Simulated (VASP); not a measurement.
Here is the system:

```
PmPr
1.0
    3.61982     0.00000     0.00000
   -1.80991     3.13485     0.00000
    0.00000     0.00000     5.88987
Pr Pm
1 1
Cartesian
  0.00000   2.08990   0.00000
  1.80991   1.04495   2.94494
```

The numbers are results of PBEsol GGA with spin-orbit coupling, VASP's PBE PAW potentials (set 64) (plane waves; VASP), not measurements. Numerical set-up: 400 eV cut-off, 11×11×6 Γ-centred mesh, Gaussian smearing of 0.050 eV, potentials Pr_3 Pm_3.

The 4f electrons are frozen in the core of the lanthanide potential, so 4f levels, which can set the real gap, and their magnetism are missing.

Question: Give the energies of bands 17 to 29 at the high-symmetry points, in eV from the Fermi level.

Answer: 
| band | Γ | M | K | A | L | H |
|---|---|---|---|---|---|---|
| 17 | -4.00 | -1.73 | -1.30 | -2.65 | -1.98 | -0.79 |
| 18 | -4.00 | -1.73 | -1.29 | -2.65 | -1.98 | -0.76 |
| 19 | -2.06 | -1.50 | -0.39 | -2.41 | -1.86 | -0.62 |
| 20 | -2.06 | -1.50 | -0.29 | -2.41 | -1.86 | -0.58 |
| 21 | 1.40 | -1.28 | -0.20 | 0.68 | -0.40 | -0.47 |
| 22 | 1.40 | -1.28 | -0.07 | 0.68 | -0.40 | -0.32 |
| 23 | 1.46 | 1.05 | 0.01 | 0.83 | -0.36 | -0.27 |
| 24 | 1.46 | 1.05 | 0.01 | 0.83 | -0.36 | -0.10 |
| 25 | 1.57 | 1.27 | 0.87 | 1.34 | 2.43 | 0.83 |
| 26 | 1.57 | 1.27 | 0.93 | 1.34 | 2.43 | 0.92 |
| 27 | 2.04 | 1.48 | 1.07 | 1.39 | 2.69 | 0.99 |
| 28 | 2.04 | 1.48 | 1.13 | 1.39 | 2.69 | 1.10 |
| 29 | 2.15 | 2.15 | 2.45 | 1.48 | 2.93 | 2.53 |

It has no gap at this level: it comes out as a metal or semimetal.

The structure comes from a computed database's PmPr entry (P-6m2); how it stands against other phases isn't given here. It was relaxed first, which changed the volume by -7 %.
